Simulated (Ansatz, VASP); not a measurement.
# SnO2 (Cassiterite) in two plane-wave programs, part 3 of 3

Wanted: the spread between two codes on one cell, functional and k mesh. The cell is taken from a series of runs on this material, whose earlier steps may have relaxed, scaled, displaced or heated it; both programs get it as it stands.

VASP 6.6.1 and Ansatz 0.2.0.

So far: The starting structure; VASP: relaxation of cell and atoms, PBE, pair 1; Ansatz: relaxation of cell and atoms, PBE, pair 1; Comparison; VASP: relaxation of cell and atoms, PBE, pair 2; Ansatz: relaxation of cell and atoms, PBE, pair 2.

## (8) Ansatz: relaxation of cell and atoms, PBE, pair 3

Level of this step: Ansatz beside VASP: Kohn-Sham DFT, plane waves, PBE (Ansatz).

The relaxed volume is the usual yardstick between codes: in a stiff, nearly cubic crystal its relative difference is about their pressure difference at one cell divided by the bulk modulus.

The cell is taken from a series of runs on this material, whose earlier steps may have relaxed, scaled, displaced or heated it; both programs get it as it stands.

Input file input.yaml:

```yaml
crystal:
  lattice:
    - [4.8271646886, 0.0, 0.0]
    - [0.0, 4.8271646886, 0.0]
    - [0.0, 0.0, 3.2382255115]
  atoms:
    - { symbol: O, position: [0.306575302, 0.306575302, 0.0] }
    - { symbol: O, position: [0.193424698, 0.806575302, 0.5] }
    - { symbol: O, position: [0.693424698, 0.693424698, 0.0] }
    - { symbol: O, position: [0.806575302, 0.193424698, 0.5] }
    - { symbol: Sn, position: [0.0, 0.0, 0.0] }
    - { symbol: Sn, position: [0.5, 0.5, 0.5] }
kpoints:
  mp_grid: { grid: [6, 6, 8] }
hamiltonian:
  xc: pbe
  pseudopotentials: { kind: paw, azcp: { folder: soft_1 } }
scf:
  occupations: { method: fixed }
output:
  forces: true
  stress: true
  eigenvalues: true
  write_density: true
  write_potential: true
  elf: true
  volumetric_format: npy
relax:
  adjacent_minimum: "off"
  f_tol: 0.001
  max_steps: 60
  cell: { stress_tol: 0.01 }
```

Command:

```sh
$ ansatz run input.yaml --threads 8 --pin off --max-ram 16384MiB --backend cpu --events-out ev --progress --plain --runs-dir out
```

Numbers of over 12 decimals in the logs are rounded to 6 here.

Log:

```text
[...]
Crystal: 6 atoms, lattice volume = 75.456 Å³
Basis set: ecut = 420 eV, 1495 PW (Γ), exchange–correlation on 72×72×48 points (8 copies of the dense FFT grid, shifted against one another)
Bands: 32, of which v1, the nominal top of the filled ones, is band 26 counted from 1 (25 counted from 0)
Symmetry: 16 space group operations
[...]
k-points: 50 of 288
[...]
cell:  # Å, volume = 75.4611 Å³
    - [4.827563, 0, 0.0]
    - [0, 4.827563, 0.0]
    - [0.0, 0.0, 3.237930]
  atoms:
    - { symbol: O, position: [0.306595, 0.306595, 0.0] }
    - { symbol: O, position: [0.193405, 0.806595, 0.5] }
    - { symbol: O, position: [0.693405, 0.693405, 0.0] }
    - { symbol: O, position: [0.806595, 0.193405, 0.5] }
    - { symbol: Sn, position: [0, 0, 0.0] }
    - { symbol: Sn, position: [0.500000, 0.500000, 0.5] }
[key lines of the parts left out:]
SCF converged after 5 iterations
Free energy (F): -14318.151308 eV
Fermi energy:    8.777570 eV
P = ⅓ Tr σ = 0.0013 GPa (0.013 kbar)
```

## (9) VASP: relaxation of cell and atoms, PBE, pair 3

The same cell, functional and mesh now go to VASP, with its own data sets.

Input file INCAR:

```
SYSTEM = SnO2
PREC = Accurate
ENCUT = 600
EDIFF = 1E-07
NELM = 120
ISMEAR = 0
SIGMA = 0.01
LREAL = .FALSE.
ALGO = Normal
GGA = PE
NBANDS = 32
LORBIT = 11
LWAVE = .FALSE.
LCHARG = .FALSE.
ISIF = 3
IBRION = 2
NSW = 80
EDIFFG = -0.005
LASPH = .TRUE.
GGA_COMPAT = .FALSE.
NELMIN = 4
EFERMI = MIDGAP
KPAR = 2
```

Input file POSCAR:

```
SnO2
1.0
    4.8271650000      0.0000000000      0.0000000000
    0.0000000000      4.8271650000      0.0000000000
    0.0000000000      0.0000000000      3.2382260000
O Sn
4 2
Direct
    0.3065752880      0.3065751844      0.0000000000
    0.1934247120      0.8065751844      0.5000000000
    0.6934247120      0.6934246084      0.0000000000
    0.8065752880      0.1934246084      0.5000000000
    0.0000000000      0.9999998964      0.0000000000
    0.5000000000      0.4999998964      0.5000000000
```

Input file KPOINTS:

```
Automatic mesh
0
Gamma
6 6 8
0 0 0
```

The projector-augmented-wave data sets are O and Sn_d (PBE family, release 64).

Command:

```sh
$ mpirun -np 2 vasp_std
```

Log:

```text
[... set-up lines as in an earlier step ...]
 entering main loop
       N       E                     dE             d eps       ncg     rms          rms(c)
DAV:   1     0.675837130688E+03    0.67584E+03   -0.28507E+04  3480   0.272E+03
DAV:   2     0.617215494503E+02   -0.61412E+03   -0.58855E+03  3592   0.709E+02
DAV:   3    -0.380430271809E+02   -0.99765E+02   -0.97868E+02  3640   0.229E+02
DAV:   4    -0.432907156811E+02   -0.52477E+01   -0.52236E+01  3872   0.574E+01
[...]
DAV:  13    -0.373202620716E+02    0.43957E-05   -0.16797E-05  4520   0.548E-02    0.252E-03
DAV:  14    -0.373202624508E+02   -0.37914E-06   -0.12270E-06  4576   0.958E-03    0.121E-03
DAV:  15    -0.373202625444E+02   -0.93619E-07   -0.30382E-08  2616   0.138E-03
   1 F= -.37320263E+02 E0= -.37320263E+02  d E =-.373203E+02
[...]
N       E                     dE             d eps       ncg     rms          rms(c)
DAV:   1    -0.373295731801E+02   -0.93107E-02   -0.25577E-01  4040   0.759E+00    0.662E-01
[...]
DAV:   9    -0.373201479748E+02    0.87221E-08   -0.95511E-08  2360   0.317E-03
   2 F= -.37320148E+02 E0= -.37320148E+02  d E =0.114570E-03
 trial-energy change:    0.000115  1 .order    0.000091   -0.001168    0.001350
 step:   0.4499(harm=  0.4640)  dis= 0.00024  next Energy=   -37.320523 (dE=-0.261E-03)
[...]
N       E                     dE             d eps       ncg     rms          rms(c)
DAV:   1    -0.373233652715E+02   -0.32173E-02   -0.77095E-02  4048   0.412E+00    0.365E-01
DAV:   2    -0.373210386021E+02    0.23267E-02   -0.66509E-03  4472   0.905E-01    0.132E-01
DAV:   3    -0.373205709893E+02    0.46761E-03   -0.92981E-04  4696   0.659E-01    0.403E-02
DAV:   4    -0.373205177227E+02    0.53267E-04   -0.16777E-04  4640   0.279E-01    0.800E-03
DAV:   5    -0.373205213284E+02   -0.36056E-05   -0.47419E-05  3944   0.572E-02    0.376E-03
DAV:   6    -0.373205229390E+02   -0.16107E-05   -0.20518E-06  4184   0.134E-02    0.197E-03
DAV:   7    -0.373205231453E+02   -0.20627E-06   -0.13350E-07  2880   0.401E-03    0.734E-04
DAV:   8    -0.373205230755E+02    0.69787E-07   -0.45753E-08  2144   0.262E-03
   3 F= -.37320523E+02 E0= -.37320523E+02  d E =-.260531E-03
[...]
reached required accuracy - stopping structural energy minimisation
```

From OUTCAR (step 9):

```text
  Total       -0.0024248     -0.0024248      0.0158354      0.0000000      0.0000000      0.0000000
  in kB       -0.0513704     -0.0513704      0.3354835      0.0000000      0.0000000      0.0000000
  external PRESSURE =       0.0775809 kB  Pullay stress =       0.0000000 kB

 POSITION                                       TOTAL-FORCE (eV/Angst)
 -----------------------------------------------------------------------------------
      1.48054      1.48054      0.00000        -0.000046     -0.000046      0.000000
      0.93450      3.89557      1.62081         0.000046     -0.000046      0.000000
      3.34953      3.34953      0.00000         0.000046      0.000046      0.000000
      3.89557      0.93450      1.62081        -0.000046      0.000046      0.000000
     -0.00000      4.83007      0.00000        -0.000000      0.000000      0.000000
      2.41504      2.41503      1.62081        -0.000000      0.000000      0.000000
 -----------------------------------------------------------------------------------
    total drift:                                0.001095      0.001349      0.000000

  FREE ENERGIE OF THE ION-ELECTRON SYSTEM (eV)
  ---------------------------------------------------
  free  energy   TOTEN  =       -37.3205230755 eV

  energy  without entropy=      -37.3205230755  energy(sigma->0) =      -37.32052308

[... 2 parts as in an earlier step ...]

[... 2 further parts left out ...]
[key lines of the parts left out:]
E-fermi :   5.8271
```

## (10) Side by side

Compared:

| quantity | Ansatz | VASP | difference |
| --- | --- | --- | --- |
| volume (Å³) | 75.46 | 75.63 | -0.22 % |
| edge a after relaxation, in the typed setting (Å) | 4.828 | 4.830 | -0.05 % |
| edge c after relaxation, in the typed setting (Å) | 3.238 | 3.242 | -0.11 % |

## (11) Outcome

| Property | Result |
| --- | --- |
| difference in volume (relaxation of cell and atoms, PBE, pair 1) | -0.23 % |
| difference in volume (relaxation of cell and atoms, PBE, pair 2) | -0.21 % |
| difference in volume (relaxation of cell and atoms, PBE, pair 3) | -0.22 % |

**Reading.** The difference in volume is -0.23 % (relaxation of cell and atoms, PBE, pair 1), within the 1.2 % picked in this series as the mark of a large difference, as far as the stopping tolerances let one tell. 5 further pairs of this series are not shown here. How closely two codes agree says nothing of how well the functional describes the real material.

[Lines on the potential files, build, host, timing and source positions are cut from VASP's logs without a mark.]

[Logs are printed without paths, hosts, clocks, repeated set-up lines and the standing remarks that a program may print on its own settings, such as how far it seeks lower states.]

[Hosts, paths, dates, database ids (printed as entryN), source tags and the programs' standing remarks are cut or masked in the printed files.]
